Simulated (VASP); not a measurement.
Input:

```yaml
crystal:
  lattice:
    - [0.00000, 2.97974, 2.97974]
    - [2.97974, 0.00000, 2.97974]
    - [2.97974, 2.97974, 0.00000]
  atoms:
    - { symbol: Pb, position: [0.00000, 0.00000, 0.00000] }
    - { symbol: S, position: [0.50000, 0.50000, 0.50000] }
```

These are LDA (Ceperley-Alder, Perdew-Zunger), VASP's LDA PAW potentials (set 64) (plane waves; VASP 6.6.1) values and carry that method's errors. Numerical set-up: 520 eV cut-off, 8×8×8 Γ-centred mesh, Gaussian smearing of 0.050 eV, potentials Pb_d S.

Problem. Give the stress tensor in GPa (positive for a compressed cell).

Solution. 
```
-3.28   0.00   0.00
 0.00  -3.28   0.00
 0.00   0.00  -3.28
```
The pressure is its mean diagonal, -3.28 GPa.

The compound is PbS in the rock salt structure. This cell is one point of a volume scan, at 1.06 of the reference volume.
